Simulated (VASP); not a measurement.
All values below come from PBE GGA, VASP's PBE PAW potentials (set 64) (plane waves; VASP).

VASP ran on this input.

POSCAR:
```
CoSi
1.0
  4.3188557327   0.0000000000   0.0000000000
  0.0000000000   4.3188557327   0.0000000000
  0.0000000000   0.0000000000   4.3188557327
Co Si
4 4
direct
  0.8528076703   0.6471923297   0.3528076703
  0.3528076703   0.8528076703   0.6471923297
  0.1471923297   0.1471923297   0.1471923297
  0.6471923297   0.3528076703   0.8528076703
  0.1558357738   0.3441642262   0.6558357738
  0.6558357738   0.1558357738   0.3441642262
  0.8441642262   0.8441642262   0.8441642262
  0.3441642262   0.6558357738   0.1558357738
```

INCAR:
```
SYSTEM = CoSi
PREC = Accurate
ENCUT = 500
EDIFF = 1E-6
NELM = 100
ALGO = Normal
LREAL = .FALSE.
LASPH = .TRUE.
ISMEAR = 1
SIGMA = 0.1
GGA = PE
LMAXMIX = 4
LWAVE = .FALSE.
LCHARG = .FALSE.
IBRION = 2
ISIF = 3
NSW = 40
EDIFFG = -0.02
PSTRESS = 200
```

File KPOINTS:
```
Automatic mesh
0
Gamma
7 7 7
0 0 0
```

POTCAR, in this order: Co Si (PBE.64 set). Program: vasp_std.

Output

### OSZICAR
```
       N       E                     dE             d eps       ncg     rms          rms(c)
DAV:   1     0.357558307154E+03    0.35756E+03   -0.22098E+04  1488   0.191E+03
DAV:   2    -0.269533371362E+02   -0.38451E+03   -0.37447E+03  1488   0.407E+02
DAV:   3    -0.587680106726E+02   -0.31815E+02   -0.30844E+02  1703   0.139E+02
DAV:   4    -0.602496087541E+02   -0.14816E+01   -0.14659E+01  1889   0.287E+01
DAV:   5    -0.603123968649E+02   -0.62788E-01   -0.62768E-01  2040   0.516E+00    0.302E+01
DAV:   6    -0.645530436386E+02   -0.42406E+01   -0.16789E+02  2129   0.151E+02    0.243E+01
DAV:   7    -0.544094553292E+02    0.10144E+02   -0.64568E+01  2072   0.107E+02    0.886E+00
DAV:   8    -0.544703951374E+02   -0.60940E-01   -0.35682E+00  1782   0.121E+01    0.295E+00
DAV:   9    -0.543823273450E+02    0.88068E-01   -0.32467E-01  2362   0.641E+00    0.117E+00
DAV:  10    -0.543769495254E+02    0.53778E-02   -0.18578E-02  2074   0.991E-01    0.326E-01
DAV:  11    -0.543759678916E+02    0.98163E-03   -0.41019E-03  2498   0.633E-01    0.942E-02
DAV:  12    -0.543759301552E+02    0.37736E-04   -0.29595E-04  2139   0.183E-01    0.301E-02
DAV:  13    -0.543759320745E+02   -0.19193E-05   -0.88196E-05  2385   0.640E-02    0.434E-02
DAV:  14    -0.543759258048E+02    0.62697E-05   -0.27994E-05  2376   0.426E-02    0.479E-03
DAV:  15    -0.543759262867E+02   -0.48189E-06   -0.13704E-06  1193   0.115E-02
   1 F= -.44319921E+02 E0= -.44320045E+02  d E =-.443199E+02
```

**OUTCAR**
```
------------------------ aborting loop because EDIFF is reached ----------------------------------------
  FORCE on cell =-STRESS in cart. coord.  units (eV):
  Direction    XX          YY          ZZ          XY          YZ          ZX
  --------------------------------------------------------------------------------------
  Total       10.0766143     10.0766143     10.0766143      0.0000000      0.0000000      0.0000000
  in kB      200.4098796    200.4098796    200.4098796      0.0000000      0.0000000      0.0000000
  external PRESSURE =       0.4098796 kB  Pullay stress =     200.0000000 kB
  volume of cell :       80.56
      direct lattice vectors                 reciprocal lattice vectors
     4.318855733  0.000000000  0.000000000     0.231542812  0.000000000  0.000000000
     0.000000000  4.318855733  0.000000000     0.000000000  0.231542812  0.000000000
     0.000000000  0.000000000  4.318855733     0.000000000  0.000000000  0.231542812
 POSITION                                       TOTAL-FORCE (eV/Angst)
 -----------------------------------------------------------------------------------
      3.68315      2.79513      1.52373        -0.003384      0.003384     -0.003384
      1.52373      3.68315      2.79513        -0.003384     -0.003384      0.003384
      0.63570      0.63570      0.63570         0.003384      0.003384      0.003384
      2.79513      1.52373      3.68315         0.003384     -0.003384     -0.003384
      0.67303      1.48640      2.83246         0.006296     -0.006296      0.006296
      2.83246      0.67303      1.48640         0.006296      0.006296     -0.006296
      3.64582      3.64582      3.64582        -0.006296     -0.006296     -0.006296
      1.48640      2.83246      0.67303        -0.006296      0.006296      0.006296
 -----------------------------------------------------------------------------------
    total drift:                                0.000000      0.000000      0.000000
  FREE ENERGIE OF THE ION-ELECTRON SYSTEM (eV)
  ---------------------------------------------------
  free  energy   TOTEN  =       -54.3759262867 eV

  energy  without entropy=      -54.3762976178  energy(sigma->0) =      -54.37605006
  enthalpy is  TOTEN    =       -44.3199207326 eV   P V=       10.0560055541

 reached required accuracy - stopping structural energy minimisation
```
(Selected blocks of OUTCAR.)

OUTCAR:
```
 val. band max:       13.2967134416   @ k =   0.4286   0.4286   0.4286

 cond. band min:      13.3217545379   @ k =   0.0000   0.0000   0.0000


 Fermi energy:        13.3082576585

 k-point     1 :       0.0000    0.0000    0.0000
  band No.  band energies     occupation
      1      -1.0045      2.00000
      2       4.7617      2.00000
      3       4.7617      2.00000
      4       4.7617      2.00000
      5       7.4747      2.00000
      6       7.4747      2.00000
      7       7.4747      2.00000
      8       9.2103      2.00000
      9       9.2103      2.00000
     10       9.2103      2.00000
     11       9.9478      2.00000
     12       9.9699      2.00000
     13       9.9699      2.00000
     14      10.3193      2.00000
     15      10.3193      2.00000
     16      10.3193      2.00000
     17      10.8248      2.00000
     18      10.8248      2.00000
     19      10.8248      2.00000
     20      12.3117      2.00000
     21      12.3117      2.00000
     22      12.3117      2.00000
     23      12.4585      2.00000
     24      12.4585      2.00000
     25      13.3218      0.77385
     26      13.3218      0.77385
     27      13.3218      0.77385
     28      16.1810      0.00000
     29      16.1810      0.00000
     30      16.1810      0.00000
     31      16.4612      0.00000

 k-point     2 :       0.1429    0.0000    0.0000
  band No.  band energies     occupation
      1      -0.8433      2.00000
      2       3.8048      2.00000
      3       4.8603      2.00000
      4       5.4263      2.00000
      5       6.9794      2.00000
      6       7.5664      2.00000
      7       8.1283      2.00000
      8       8.5421      2.00000
      9       8.8927      2.00000
     10       9.7839      2.00000
     11       9.8658      2.00000
     12      10.0009      2.00000
     13      10.2161      2.00000
     14      10.2519      2.00000
     15      10.3301      2.00000
     16      10.3304      2.00000
     17      10.7412      2.00000
...
```

The compound is CoSi in the B20 structure. It was relaxed first under an external pressure of 20 GPa. The run is not spin-polarised, so no magnetic state was tried.
